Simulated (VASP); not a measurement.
# Lattice vibrations of LaB6, part 3 of 4

Aim: the phonon dispersion and thermal properties of LaB6. The start is a cell from a database of measured crystal structures.

VASP 6.6.1; LDA; plane waves and PAW (La, B).

So far. Step 2 (Relax the host): The run ended after 5 ionic steps, 0.097 eV below its first step, once forces and stress met EDIFFG = -0.02. Step 3 (Tight relaxation): The run ended after 5 ionic steps, 0.000 eV below its first step, once forces and stress met EDIFFG = -0.002.

## (4) Force constants in the supercell

System of this step: LaB6. Symmetry: Pm-3m, No. 221, cubic system. Conventional cell: a = 4.099 Å, b = 4.099 Å, c = 4.099 Å, α = 90.00°, β = 90.00°, γ = 90.00°. Nearest to La lie 24 B at 3.01 Å. B has 6 B at 1.64 to 2.46 Å and 4 La at 3.01 Å nearest. Farther neighbours are not listed.

Each independent atom is moved by 0.015 Å both ways; the forces give the force constants out to half the supercell.

File INCAR:

```
SYSTEM = LaB6
PREC = Accurate
ENCUT = 390
EDIFF = 1E-07
NELM = 120
ISMEAR = 1
SIGMA = 0.2
LREAL = .FALSE.
ALGO = Fast
GGA = CA
NBANDS = 80
LASPH = .TRUE.
LWAVE = .FALSE.
LCHARG = .FALSE.
KPAR = 4
IBRION = 6
NSW = 1
NFREE = 2
POTIM = 0.015
ISIF = 0
ADDGRID = .TRUE.
```

File POSCAR:

```
LaB6
1.0
   -4.0989752351      4.0989752351      4.0989752351
    4.0989752351     -4.0989752351      4.0989752351
    4.0989752351      4.0989752351     -4.0989752351
La B
4 24
Direct
    0.0000000000      0.0000000000      0.0000000000
    0.5000000000      0.5000000000      0.0000000000
    0.5000000000      0.0000000000      0.5000000000
    0.0000000000      0.5000000000      0.5000000000
    0.6500830651      0.6500830651      0.5000000000
    0.1500830651      0.1500830651      0.5000000000
    0.1500830651      0.6500830651      0.0000000000
    0.6500830651      0.1500830651      0.0000000000
    0.3499169349      0.3499169349      0.5000000000
    0.8499169349      0.8499169349      0.5000000000
    0.8499169349      0.3499169349      0.0000000000
    0.3499169349      0.8499169349      0.0000000000
    0.6500830651      0.5000000000      0.6500830651
    0.1500830651      0.0000000000      0.6500830651
    0.1500830651      0.5000000000      0.1500830651
    0.6500830651      0.0000000000      0.1500830651
    0.5000000000      0.6500830651      0.6500830651
    0.0000000000      0.1500830651      0.6500830651
    0.0000000000      0.6500830651      0.1500830651
    0.5000000000      0.1500830651      0.1500830651
    0.3499169349      0.5000000000      0.3499169349
    0.8499169349      0.0000000000      0.3499169349
    0.8499169349      0.5000000000      0.8499169349
    0.3499169349      0.0000000000      0.8499169349
    0.5000000000      0.3499169349      0.3499169349
    0.0000000000      0.8499169349      0.3499169349
    0.0000000000      0.3499169349      0.8499169349
    0.5000000000      0.8499169349      0.8499169349
```

File KPOINTS:

```
Automatic mesh
0
Gamma
5 5 5
0 0 0
```

PAW data sets: La and B (LDA family, release 64).

The run is started by

```console
> mpirun -np 4 vasp_std
```

The program printed:

```text
[banner, memory and clock lines left out]
running    4 mpi-ranks, on    1 nodes
 distrk:  each k-point on    1 cores,    4 groups
 distr:  one band on    1 cores,    1 groups

 POSCAR found type information on POSCAR LaB
 POSCAR found :  2 types and      28 ions
|                                                                             |
|               ----> ADVICE to this user running VASP <----                  |
|                                                                             |
|     You have a (more or less) 'large supercell' and for larger cells it     |
|     might be more efficient to use real-space projection operators.         |
|     Therefore, try LREAL= Auto in the INCAR file.                           |
|     Mind: For very accurate calculation, you might also keep the            |
|     reciprocal projection scheme (i.e. LREAL=.FALSE.).                      |
|                                                                             |

 LDA part: xc-table for (Slater(with rela. corr.)+CA(PZ))
 , standard interpolation
 POSCAR, INCAR and KPOINTS ok, starting setup
 FFT: planning ... GRIDC
 FFT: planning ... GRID_SOFT
 FFT: planning ... GRID
 WAVECAR not read
 entering main loop
       N       E                     dE             d eps       ncg     rms          rms(c)
DAV:   1     0.112274462501E+04    0.11227E+04   -0.33593E+04  1648   0.152E+03
DAV:   2     0.135530491974E+03   -0.98721E+03   -0.87464E+03  1920   0.361E+02
DAV:   3    -0.197261624394E+03   -0.33279E+03   -0.31625E+03  2368   0.187E+02
DAV:   4    -0.235546883964E+03   -0.38285E+02   -0.37416E+02  2688   0.917E+01
DAV:   5    -0.238206092347E+03   -0.26592E+01   -0.26364E+01  3040   0.249E+01    0.184E+01
RMM:   6    -0.218645239597E+03    0.19561E+02   -0.45649E+01  2182   0.224E+01    0.927E+00
RMM:   7    -0.217778089149E+03    0.86715E+00   -0.36396E+01  2307   0.145E+01    0.450E+00
RMM:   8    -0.217326159577E+03    0.45193E+00   -0.71315E+00  2176   0.121E+01    0.257E+00
RMM:   9    -0.217456220510E+03   -0.13006E+00   -0.15074E+00  2368   0.294E+00    0.170E+00
RMM:  10    -0.217360255396E+03    0.95965E-01   -0.11568E+00  2284   0.392E+00    0.379E-01
RMM:  11    -0.217403318464E+03   -0.43063E-01   -0.49631E-01  2539   0.166E+00    0.373E-01
RMM:  12    -0.217425722504E+03   -0.22404E-01   -0.23541E-01  2709   0.100E+00    0.443E-01
RMM:  13    -0.217436888980E+03   -0.11166E-01   -0.15482E-01  2740   0.777E-01    0.438E-01
RMM:  14    -0.217447861159E+03   -0.10972E-01   -0.11211E-01  2764   0.639E-01    0.477E-01
RMM:  15    -0.217458463336E+03   -0.10602E-01   -0.94543E-02  2696   0.606E-01    0.687E-01
RMM:  16    -0.217461435536E+03   -0.29722E-02   -0.38277E-01  2675   0.218E+00    0.684E-01
RMM:  17    -0.217449685522E+03    0.11750E-01   -0.14035E-01  2486   0.140E+00    0.374E-01
RMM:  18    -0.217461564548E+03   -0.11879E-01   -0.93352E-02  2483   0.638E-01    0.548E-01
RMM:  19    -0.217457722319E+03    0.38422E-02   -0.37687E-02  2411   0.605E-01    0.283E-01
RMM:  20    -0.217459246832E+03   -0.15245E-02   -0.40035E-02  2444   0.541E-01    0.736E-02
RMM:  21    -0.217461274914E+03   -0.20281E-02   -0.20935E-02  2584   0.320E-01    0.894E-02
RMM:  22    -0.217462643159E+03   -0.13682E-02   -0.14848E-02  2664   0.243E-01    0.103E-01
RMM:  23    -0.217465500339E+03   -0.28572E-02   -0.17407E-02  2472   0.330E-01    0.179E-01
RMM:  24    -0.217466102494E+03   -0.60216E-03   -0.87068E-03  2612   0.207E-01    0.181E-01
RMM:  25    -0.217466341601E+03   -0.23911E-03   -0.86232E-03  2528   0.186E-01    0.165E-01
RMM:  26    -0.217466904431E+03   -0.56283E-03   -0.53883E-03  2639   0.149E-01    0.168E-01
RMM:  27    -0.217466874097E+03    0.30334E-04   -0.58739E-03  2506   0.172E-01    0.148E-01
RMM:  28    -0.217467050193E+03   -0.17610E-03   -0.43227E-03  2567   0.150E-01    0.188E-01
RMM:  29    -0.217467140655E+03   -0.90462E-04   -0.38476E-03  2538   0.147E-01    0.258E-01
RMM:  30    -0.217467289710E+03   -0.14905E-03   -0.36081E-03  2571   0.136E-01    0.161E-01
RMM:  31    -0.217467482820E+03   -0.19311E-03   -0.28069E-03  2547   0.124E-01    0.679E-02
WARNING in EDDRMM: call to ZHEGV failed, returncode =   6  3     34
RMM:  32    -0.217467671283E+03   -0.18846E-03   -0.21188E-03  2578   0.983E-02    0.442E-02
RMM:  33    -0.217467852563E+03   -0.18128E-03   -0.19879E-03  2543   0.103E-01    0.273E-02
RMM:  34    -0.217467994121E+03   -0.14156E-03   -0.15067E-03  2544   0.835E-02    0.176E-02
WARNING in EDDRMM: call to ZHEGV failed, returncode =   8  4     54
RMM:  35    -0.217468109706E+03   -0.11559E-03   -0.12965E-03  2533   0.717E-02    0.208E-02
RMM:  36    -0.217468178838E+03   -0.69132E-04   -0.91694E-04  2497   0.682E-02    0.210E-02
 num prob RMM:  37    -0.217468264915E+03   -0.86077E-04   -0.95309E-04  2420   0.590E-02    0.209E-02
RMM:  38    -0.217468315880E+03   -0.50965E-04   -0.60023E-04  2430   0.543E-02    0.193E-02
RMM:  39    -0.217468369991E+03   -0.54110E-04   -0.69242E-04  2521   0.530E-02    0.194E-02
WARNING in EDDRMM: call to ZHEGV failed, returncode =   8  4      7
RMM:  40    -0.217468400524E+03   -0.30534E-04   -0.39506E-04  2479   0.474E-02    0.166E-02
RMM:  41    -0.217468443563E+03   -0.43039E-04   -0.48469E-04  2339   0.425E-02    0.150E-02
WARNING in EDDRMM: call to ZHEGV failed, returncode =   8  4     32
RMM:  42    -0.217468462995E+03   -0.19432E-04   -0.26724E-04  2447   0.408E-02    0.140E-02
RMM:  43    -0.217468493120E+03   -0.30124E-04   -0.34926E-04  2404   0.377E-02    0.938E-03
RMM:  44    -0.217468508041E+03   -0.14921E-04   -0.17594E-04  2402   0.338E-02    0.728E-03
WARNING in EDDRMM: call to ZHEGV failed, returncode =   8  4     33
RMM:  45    -0.217468529944E+03   -0.21903E-04   -0.23954E-04  2239   0.303E-02    0.412E-03
RMM:  46    -0.217468540673E+03   -0.10729E-04   -0.12169E-04  2318   0.286E-02    0.261E-03
 num prob RMM:  47    -0.217468556027E+03   -0.15354E-04   -0.16607E-04  2035   0.256E-02    0.199E-03
 num prob  num prob  num prob RMM:  48    -0.217468563848E+03   -0.78206E-05   -0.86946E-05  1964   0.237E-02    0.112E-03
 num prob  num prob  num prob RMM:  49    -0.217468574700E+03   -0.10852E-04   -0.11778E-04  1918   0.220E-02    0.207E-03
 num prob RMM:  50    -0.217468580422E+03   -0.57221E-05   -0.63840E-05  1930   0.208E-02    0.148E-03
 num prob  num prob RMM:  51    -0.217468588295E+03   -0.78732E-05   -0.85801E-05  1934   0.194E-02    0.186E-03
 num prob  num prob RMM:  52    -0.217468592599E+03   -0.43034E-05   -0.47938E-05  1879   0.183E-02    0.181E-03
 num prob RMM:  53    -0.217468598367E+03   -0.57682E-05   -0.63134E-05  1879   0.172E-02    0.227E-03
WARNING in EDDRMM: call to ZHEGV failed, returncode =   6  3      4
[...]
WARNING in EDDRMM: call to ZHEGV failed, returncode =   6  3      2
 num prob  num prob  num prob  num prob  num prob  num prob  num prob  num prob  num prob  num prob  num prob  num prob  num prob  num prob  num prob  num prob  num prob  num prob  num prob  num prob  num prob  num prob WARNING in EDDRMM: call to ZHEGV failed, returncode =   8  4     46
[...]
num prob  num prob  num prob  num prob  num prob  num prob  num prob  num prob  num prob  num prob  num prob  num prob  num prob WARNING in EDDRMM: call to ZHEGV failed, returncode =   6  3     40
[...]
WARNING in EDDRMM: call to ZHEGV failed, returncode =   6  3      3
[...]
num prob  num prob  num prob  num prob  num prob  num prob  num prob WARNING in EDDRMM: call to ZHEGV failed, returncode =   8  4     42
[...]
num prob  num prob  num prob  num prob  num prob  num prob  num prob  num prob  num prob  num prob  num prob  num prob  num prob  num prob WARNING in EDDRMM: call to ZHEGV failed, returncode =   6  3      3
 num prob  num prob WARNING in EDDRMM: call to ZHEGV failed, returncode =   6  3      4
[...]
num prob  num prob  num prob  num prob  num prob  num prob WARNING in EDDRMM: call to ZHEGV failed, returncode =   6  3     54
WARNING in EDDRMM: call to ZHEGV failed, returncode =   6  3      1
[...]
WARNING in EDDRMM: call to ZHEGV failed, returncode =   6  3      4
 num prob  num prob  num prob  num prob  num prob  num prob  num prob  num prob  num prob  num prob  num prob  num prob  num prob WARNING in EDDRMM: call to ZHEGV failed, returncode =   6  3      4
[...]
num prob  num prob  num prob  num prob  num prob  num prob  num prob  num prob  num prob  num prob  num prob  num prob  num prob  num prob  num prob  num prob  num prob  num prob  num prob  num prob WARNING in EDDRMM: call to ZHEGV failed, returncode =   6  3     58
   4 F= -.21746705E+03 E0= -.21746433E+03  d E =-.815645E-02
[...]
WARNING in EDDRMM: call to ZHEGV failed, returncode =   8  4     24
[...]
WARNING in EDDRMM: call to ZHEGV failed, returncode =   8  4     46
[...]
num prob  num prob  num prob  num prob  num prob  num prob  num prob  num prob  num prob  num prob  num prob  num prob  num prob  num prob WARNING in EDDRMM: call to ZHEGV failed, returncode =   8  4     34
 num prob  num prob WARNING in EDDRMM: call to ZHEGV failed, returncode =   6  3     37
[...]
WARNING in EDDRMM: call to ZHEGV failed, returncode =   8  4     51
 num prob  num prob  num prob  num prob  num prob  num prob WARNING in EDDRMM: call to ZHEGV failed, returncode =   6  3     47
 num prob WARNING in EDDRMM: call to ZHEGV failed, returncode =   6  3     34
[...]
num prob  num prob  num prob WARNING in EDDRMM: call to ZHEGV failed, returncode =   8  4     39
 num prob  num prob  num prob  num prob  num prob  num prob  num prob WARNING in EDDRMM: call to ZHEGV failed, returncode =   6  3     21
 num prob WARNING in EDDRMM: call to ZHEGV failed, returncode =   8  4     31
 num prob WARNING in EDDRMM: call to ZHEGV failed, returncode =   8  4     59
 num prob  num prob  num prob WARNING in EDDRMM: call to ZHEGV failed, returncode =   8  4     55
[...]
num prob  num prob  num prob  num prob  num prob  num prob  num prob  num prob  num prob  num prob  num prob  num prob  num prob  num prob WARNING in EDDRMM: call to ZHEGV failed, returncode =   8  4     34
[...]
num prob  num prob  num prob  num prob  num prob WARNING in EDDRMM: call to ZHEGV failed, returncode =   6  3     58
 num prob  num prob  num prob  num prob  num prob  num prob  num prob  num prob  num prob  num prob WARNING in EDDRMM: call to ZHEGV failed, returncode =   6  3     47
 num prob  num prob  num prob  num prob  num prob  num prob WARNING in EDDRMM: call to ZHEGV failed, returncode =   6  3     50
[...]
num prob  num prob  num prob  num prob  num prob WARNING in EDDRMM: call to ZHEGV failed, returncode =   6  3     37
 num prob  num prob  num prob  num prob  num prob  num prob  num prob  num prob  num prob  num prob  num prob  num prob  num prob  num prob  num prob  num prob  num prob  num prob WARNING in EDDRMM: call to ZHEGV failed, returncode =   8  4     48
[...]
num prob  num prob  num prob  num prob  num prob  num prob  num prob  num prob  num prob  num prob WARNING in EDDRMM: call to ZHEGV failed, returncode =   6  3     58
   5 F= -.21746705E+03 E0= -.21746433E+03  d E =-.815651E-02
[...]
WARNING in EDDRMM: call to ZHEGV failed, returncode =   6  3     33
[...]
num prob  num prob WARNING in EDDRMM: call to ZHEGV failed, returncode =   8  4     44
 num prob  num prob  num prob  num prob WARNING in EDDRMM: call to ZHEGV failed, returncode =   8  4     53
 num prob  num prob WARNING in EDDRMM: call to ZHEGV failed, returncode =   6  3     52
   6 F= -.21746419E+03 E0= -.21746150E+03  d E =-.807729E-02
 Finite differences progress:
  Degree of freedom:   3/  3
  Displacement:        1/  2
  Total:               5/  6
 bond charge predicted
       N       E                     dE             d eps       ncg     rms          rms(c)
DAV:   1    -0.217465815053E+03   -0.16231E-02   -0.77363E-01  3040   0.242E+00    0.291E-01
RMM:   2    -0.217464221379E+03    0.15937E-02   -0.16835E-02  3510   0.938E-01    0.168E-01
RMM:   3    -0.217464461718E+03   -0.24034E-03   -0.20417E-02  3941   0.369E-01    0.617E-02
RMM:   4    -0.217464254948E+03    0.20677E-03   -0.15279E-03  3971   0.117E-01    0.334E-02
RMM:   5    -0.217464290542E+03   -0.35595E-04   -0.12026E-03  3993   0.937E-02    0.222E-02
RMM:   6    -0.217464253207E+03    0.37336E-04   -0.17208E-04  3981   0.361E-02    0.104E-02
RMM:   7    -0.217464258383E+03   -0.51757E-05   -0.17537E-04  4043   0.330E-02    0.707E-03
RMM:   8    -0.217464255526E+03    0.28563E-05   -0.18591E-05  3786   0.116E-02    0.391E-03
RMM:   9    -0.217464255573E+03   -0.46734E-07   -0.17901E-05  3910   0.105E-02    0.973E-04
RMM:  10    -0.217464256031E+03   -0.45844E-06   -0.52375E-06  3616   0.576E-03    0.410E-04
 num prob  num prob  num prob  num prob  num prob  num prob  num prob RMM:  11    -0.217464256443E+03   -0.41188E-06   -0.44496E-06  3150   0.437E-03    0.278E-04
 num prob WARNING in EDDRMM: call to ZHEGV failed, returncode =   6  3     21
 num prob  num prob RMM:  12    -0.217464256656E+03   -0.21288E-06   -0.23560E-06  2989   0.374E-03    0.156E-04
 num prob  num prob  num prob  num prob  num prob  num prob  num prob  num prob  num prob  num prob  num prob  num prob  num prob  num prob RMM:  13    -0.217464256837E+03   -0.18118E-06   -0.20042E-06  2809   0.348E-03    0.115E-04
 num prob  num prob  num prob  num prob  num prob  num prob  num prob  num prob  num prob  num prob  num prob  num prob  num prob  num prob  num prob  num prob  num prob  num prob  num prob  num prob  num prob  num prob  num prob  num prob  num prob  num prob  num prob  num prob  num prob  num prob  num prob  num prob RMM:  14    -0.217464256945E+03   -0.10803E-06   -0.12167E-06  2713   0.317E-03    0.121E-04
 num prob  num prob  num prob  num prob  num prob  num prob  num prob  num prob  num prob  num prob  num prob RMM:  15    -0.217464257056E+03   -0.11078E-06   -0.12389E-06  2725   0.311E-03    0.888E-05
 num prob  num prob  num prob  num prob  num prob  num prob  num prob  num prob  num prob  num prob  num prob  num prob  num prob  num prob  num prob  num prob  num prob  num prob  num prob  num prob  num prob  num prob WARNING in EDDRMM: call to ZHEGV failed, returncode =   6  3     59
 num prob  num prob RMM:  16    -0.217464257121E+03   -0.64466E-07   -0.75812E-07  2588   0.275E-03
   7 F= -.21746426E+03 E0= -.21746152E+03  d E =-.821263E-02
 Finite differences progress:
  Degree of freedom:   3/  3
  Displacement:        2/  2
  Total:               6/  6
```

Elapsed: 39 min, on 4 MPI ranks of AMD EPYC 7R43, shared host; peak memory 3.2 GiB; 2.6 h of CPU time.

(Continued in part 4 of 4.)

[Lines on the potential files, build, host, timing and source positions are cut from VASP's logs without a mark.]

[Logs are printed without paths, hosts, clocks, repeated set-up lines and the standing remarks that a program may print on its own settings, such as how far it seeks lower states.]

[Hosts, paths, dates, database ids (printed as entryN), source tags and the programs' standing remarks are cut or masked in the printed files.]

[Runs that stopped without an error message from VASP are left out.]
